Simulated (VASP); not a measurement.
## AlCo (Pm-3m): a series in a change of volume

Wanted: the elastic response of AlCo to a change of volume, with a fit that predicts a row left out.

Calculated with VASP 6.6.1; PBEsol, no spin polarisation; plane waves and PAW (Co, Al); cell typed or built by script, in the first sound run; inputs show where later runs differ.

### 1. Set-up

Symmetry: Pm-3m, No. 221, cubic system. The conventional cell has a = 2.862 Å, b = 2.862 Å, c = 2.862 Å, α = 90.00°, β = 90.00°, γ = 90.00°. Co has 8 Al at 2.48 Å nearest. Al has 8 Co at 2.48 Å nearest. Farther neighbours are not listed.

As a file:

```cif
data_structure
_symmetry_space_group_name_H-M 'P 1'
_symmetry_Int_Tables_number 1
_cell_length_a 2.8620
_cell_length_b 2.8620
_cell_length_c 2.8620
_cell_angle_alpha 90.000
_cell_angle_beta 90.000
_cell_angle_gamma 90.000
_cell_volume 23.44
loop_
_atom_site_label
_atom_site_type_symbol
_atom_site_fract_x
_atom_site_fract_y
_atom_site_fract_z
_atom_site_occupancy
Co1 Co 0.00000 0.00000 0.00000 1
Al2 Al 0.50000 0.50000 0.50000 1
```

### 2. Relax the crystal, PBEsol

The series starts from the cell that this level prefers, so that zero strain is near zero stress.

This step took 2 runs in a row; the last is shown.

Level: PBEsol, no spin polarisation; plane waves and PAW (Co, Al); cell typed or built by script.

File INCAR:

```
SYSTEM = AlCo
PREC = Accurate
ENCUT = 450
EDIFF = 1E-07
NELM = 120
ISMEAR = 1
SIGMA = 0.15
LREAL = .FALSE.
ALGO = Normal
GGA = PS
NBANDS = 12
LASPH = .TRUE.
LORBIT = 11
LWAVE = .FALSE.
LCHARG = .FALSE.
KPAR = 8
IBRION = 2
NSW = 40
ISIF = 3
EDIFFG = -0.005
POTIM = 0.4
```

File POSCAR:

```
AlCo
1.0
    2.8224832097      0.0000000000      0.0000000000
    0.0000000000      2.8224832097      0.0000000000
    0.0000000000      0.0000000000      2.8224832097
Co Al
1 1
Direct
    0.0000000000      0.0000000000      0.0000000000
    0.5000000000      0.5000000000      0.5000000000
```

File KPOINTS:

```
Automatic mesh
0
Gamma
17 17 17
0 0 0
```

PAW data sets: Co and Al (PBE family, release 64).

Started as:

```
$ mpirun -np 8 vasp_std
```

The program printed:

```text
[banner, memory and clock lines left out]
running    8 mpi-ranks, on    1 nodes
[...]
|                                                                             |
|           W    W    AA    RRRRR   N    N  II  N    N   GGGG   !!!           |
|           W    W   A  A   R    R  NN   N  II  NN   N  G    G  !!!           |
|           W    W  A    A  R    R  N N  N  II  N N  N  G       !!!           |
|           W WW W  AAAAAA  RRRRR   N  N N  II  N  N N  G  GGG   !            |
|           WW  WW  A    A  R   R   N   NN  II  N   NN  G    G                |
|           W    W  A    A  R    R  N    N  II  N    N   GGGG   !!!           |
|                                                                             |
|     For optimal performance we recommend to set                             |
|       NCORE = 2 up to number-of-cores-per-socket                            |
|     NCORE specifies how many cores store one orbital (NPAR=cpu/NCORE).      |
|     This setting can greatly improve the performance of VASP for DFT.       |
[...]
|     You enforced a specific xc type in the INCAR file but a different       |
|     [... a line on the potential file left out ...]
|     I HOPE YOU KNOW WHAT YOU ARE DOING!                                     |
|                                                                             |

 LDA part: xc-table for (Slater+PW92), standard interpolation
 POSCAR, INCAR and KPOINTS ok, starting setup
[...]
entering main loop
       N       E                     dE             d eps       ncg     rms          rms(c)
DAV:   1     0.337421631691E+02    0.33742E+02   -0.47769E+03  4000   0.938E+02
DAV:   2    -0.135789694851E+02   -0.47321E+02   -0.43698E+02  4100   0.171E+02
DAV:   3    -0.149819774630E+02   -0.14030E+01   -0.13930E+01  4796   0.358E+01
DAV:   4    -0.150038783572E+02   -0.21901E-01   -0.21894E-01  4500   0.404E+00
[...]
DAV:  11    -0.130812698634E+02    0.20989E-04   -0.25878E-05  4932   0.504E-02    0.107E-02
DAV:  12    -0.130812695196E+02    0.34378E-06   -0.83690E-07  5056   0.975E-03    0.500E-03
DAV:  13    -0.130812695280E+02   -0.83626E-08   -0.14912E-07  3312   0.260E-03
   1 F= -.13081270E+02 E0= -.13082005E+02  d E =-.130813E+02
[...]
reached required accuracy - stopping structural energy minimisation
```

It took 3 s on 8 MPI ranks of Intel Xeon 6975P-C (Granite Rapids), shared host; peak memory 1.1 GiB.

Lines that name or quote the potential files are left out of all logs, and their timing lines are given in words.

Parts of OUTCAR (step 2):

```text
  Total       -0.0049179     -0.0049179     -0.0049179      0.0000000      0.0000000     -0.0000000
  in kB       -0.3504229     -0.3504229     -0.3504229      0.0000000      0.0000000     -0.0000000
  external PRESSURE =      -0.3504229 kB  Pullay stress =       0.0000000 kB

 POSITION                                       TOTAL-FORCE (eV/Angst)
 -----------------------------------------------------------------------------------
      0.00000      0.00000      0.00000         0.000000      0.000000      0.000000
      1.41124      1.41124      1.41124         0.000000      0.000000      0.000000
 -----------------------------------------------------------------------------------
    total drift:                                0.000000      0.000000      0.000000

  FREE ENERGIE OF THE ION-ELECTRON SYSTEM (eV)
  ---------------------------------------------------
  free  energy   TOTEN  =       -13.0812695280 eV

  energy  without entropy=      -13.0834760187  energy(sigma->0) =      -13.08200502

 reached required accuracy - stopping structural energy minimisation

[... 3 further parts left out ...]
[key lines of the parts left out:]
E-fermi :  10.8507
```

Numbers from this step:

```
energy(sigma→0) of the program : -13.0820 eV
stress, compression positive   : xx, yy, zz -0.04, -0.04, -0.04 GPa
volume                         : 22.485 Å³
ionic steps                    : 1
```

### 3. Relax at fixed volume, PBEsol

One member in full: the volume is scaled by 1.015, and the cell is held.

Level: PBEsol, no spin polarisation; plane waves and PAW (Co, Al); cell typed or built by script.

INCAR: that of step 2 with these lines changed.

```diff
@@ -15,7 +15,8 @@
 LCHARG = .FALSE.
-KPAR = 8
+KPAR = 2
 IBRION = 2
 NSW = 40
-ISIF = 3
-EDIFFG = -0.005
+ISIF = 2
+EDIFFG = -0.004
 POTIM = 0.4
+MAXMIX = 40
```

File POSCAR:

```
AlCo
1.0
    2.8365256459      0.0000000000      0.0000000000
    0.0000000000      2.8365256459      0.0000000000
    0.0000000000      0.0000000000      2.8365256459
Co Al
1 1
Direct
    0.0000000000      0.0000000000      0.0000000000
    0.5000000000      0.5000000000      0.5000000000
```

KPOINTS is that of step 2.

Started as:

```
$ mpirun -np 2 vasp_std
```

The program printed:

```text
[banner, memory and clock lines left out]
running    2 mpi-ranks, on    1 nodes
[...]
[... a notice as in an earlier step ...]

 LDA part: xc-table for (Slater+PW92), standard interpolation
 POSCAR, INCAR and KPOINTS ok, starting setup
[...]
entering main loop
       N       E                     dE             d eps       ncg     rms          rms(c)
DAV:   1     0.332853679342E+02    0.33285E+02   -0.47601E+03  4032   0.935E+02
DAV:   2    -0.135426952810E+02   -0.46828E+02   -0.42848E+02  4096   0.170E+02
DAV:   3    -0.149696618462E+02   -0.14270E+01   -0.14168E+01  4752   0.357E+01
DAV:   4    -0.149929847561E+02   -0.23323E-01   -0.23316E-01  4536   0.409E+00
[...]
DAV:  11    -0.130784039236E+02    0.20046E-04   -0.25771E-05  4984   0.504E-02    0.118E-02
DAV:  12    -0.130784035404E+02    0.38325E-06   -0.77537E-07  4912   0.907E-03    0.489E-03
DAV:  13    -0.130784035238E+02    0.16570E-07   -0.16446E-07  3496   0.272E-03
   1 F= -.13078404E+02 E0= -.13079135E+02  d E =-.130784E+02
[...]
reached required accuracy - stopping structural energy minimisation
```

Run time: 7.2 s. Hardware: 2 MPI ranks; peak memory 0.28 GiB.

OUTCAR, selected parts (step 3):

```text
  Total       -0.4030830     -0.4030830     -0.4030830      0.0000000      0.0000000     -0.0000000
  in kB      -28.2972931    -28.2972931    -28.2972931      0.0000000      0.0000000     -0.0000000
  external PRESSURE =     -28.2972931 kB  Pullay stress =       0.0000000 kB

 POSITION                                       TOTAL-FORCE (eV/Angst)
 -----------------------------------------------------------------------------------
      0.00000      0.00000      0.00000         0.000000      0.000000      0.000000
      1.41826      1.41826      1.41826         0.000000      0.000000      0.000000
 -----------------------------------------------------------------------------------
    total drift:                                0.000000      0.000000      0.000000

  FREE ENERGIE OF THE ION-ELECTRON SYSTEM (eV)
  ---------------------------------------------------
  free  energy   TOTEN  =       -13.0784035238 eV

  energy  without entropy=      -13.0805994504  energy(sigma->0) =      -13.07913550

[... 2 parts as in an earlier step ...]

[... 2 further parts left out ...]
[key lines of the parts left out:]
E-fermi :  10.6457
```

Read from the output:

| Quantity | Value |
| --- | --- |
| energy(sigma→0) of the program | -13.0791 eV |
| stress, compression positive | xx, yy, zz -2.83, -2.83, -2.83 GPa |
| ionic steps | 1 |

### 4. The whole series

The other members went through these steps as far as the tables show, with the same cutoff and, step by step, the same mesh; 9 runs are not shown. The session took 0.059 core hours (wall time by ranks) on a shared machine.

```
volume over the relaxed volume  volume (Å³/atom)  pressure (GPa)  energy above the unstrained row, extrapolated to no smearing (meV/atom)
                         0.940            10.568          13.719                                                                   27.572
                         0.955            10.737           9.822                                                                   15.128
                         0.970            10.905           6.270                                                                    6.581
                         0.985            11.074           2.991                                                                    1.632
                             1            11.242          -0.035                                                                    0.000
                         1.015            11.411          -2.830                                                                    1.435
                         1.030            11.580          -5.410                                                                    5.706
                         1.045            11.748               ?                                                                        ?
                         1.060            11.917         -10.001                                                                   21.888
```

### 5. Stress from the known rows

A least-squares cubic through the 8 rows shown, with u the logarithm of the volume ratio: pressure = − 648.4 u³ + 424.4 u² − 193.5 u − 0.03887 (GPa), r.m.s. residual 0.0057 GPa.

For the withheld row, u = 0.04402, the fit gives -7.790 GPa.

### 6. Prediction against calculation

The calculation gives -7.794 GPa, so the prediction is 0.004 GPa too high.

A cubic of the pressure in ln(V/V₀) through all rows has the slope −B at V₀: B = 194 GPa, and its curvature gives B′ = 4.4.

### 7. Summary of results

| Item | Value |
| --- | --- |
| error of the predicted pressure | 0.004 GPa |
| bulk modulus | 194 GPa |

What this shows: These are static values: temperature and zero-point motion are left out. In a metal the slopes also depend on mesh and smearing, which were held through the series.

[Lines on the potential files, build, host, timing and source positions are cut from VASP's logs without a mark.]

[Logs are printed without paths, hosts, clocks, repeated set-up lines and the standing remarks that a program may print on its own settings, such as how far it seeks lower states.]

[Hosts, paths, dates, database ids (printed as entryN), source tags and the programs' standing remarks are cut or masked in the printed files.]

[In band tables of VASP the shares of atoms and orbitals are scaled to a sum of 1 inside the atoms' spheres.]
